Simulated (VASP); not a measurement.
Input of a VASP 6.6.1 run:

The input INCAR:

```
SYSTEM = CuF
PREC     = Accurate       ! precision mode
ENCUT    = 600            ! plane-wave cutoff, eV
EDIFF    = 1E-6           ! SCF threshold, eV
ISMEAR   = 0              ! smearing method
SIGMA    = 0.05           ! smearing width, eV
LREAL    = .FALSE.        ! projectors in reciprocal space
LASPH    = .TRUE.         ! aspherical terms in the spheres
NELM     = 100            ! most SCF steps
ALGO     = Normal         ! electronic algorithm
ISIF     = 3              ! what is computed and relaxed
LWAVE    = .FALSE.        ! write WAVECAR
LCHARG   = .FALSE.        ! write CHGCAR
GGA      = PE             ! functional
IBRION   = 2              ! ionic algorithm
NSW      = 40             ! ionic steps
EDIFFG   = -0.01          ! ionic threshold
```

File KPOINTS:

```
Automatic mesh
0
G
  11 11 8
  0 0 0
```

The input POSCAR:

```
CuF
1.0
    2.4710065500      0.0000000000      0.0000000000
    0.0000000000      2.4710065500      0.0000000000
    0.0000000000      0.0000000000      3.4165013900
Cu F
1 1
Direct
    0.0000000000      0.0000000000      0.0000000000
    0.5000000000      0.5000000000      0.5000000000
```

Potentials or basis: VASP PAW PBE potentials, release 64 (Cu, F).

Command:

```console
$ cat potpaw_PBE.64/Cu/POTCAR potpaw_PBE.64/F/POTCAR > POTCAR
$ mpirun -np 1 vasp_std > vasp.out
```

(1) Predict the space group after relaxing (to 0.05 Å).

(2) What does it give for the band gap on the k mesh?

(3) What does it give for the relaxed cell?

(4) Estimate the relaxed volume.

## Answers

(1) Pm-3m (No. 221).

(2) none (metal or under the smearing width).

(3) a = 2.776 Å, b = 2.776 Å, c = 2.817 Å, α = 90.00°, β = 90.00°, γ = 90.00°.

(4) 10.86 Å³/atom.

Caveat: the run has no spin polarisation, though such a crystal can be magnetic; semilocal functionals often make such compounds metallic where correlation or magnetic order opens a gap, which also shifts bond lengths.
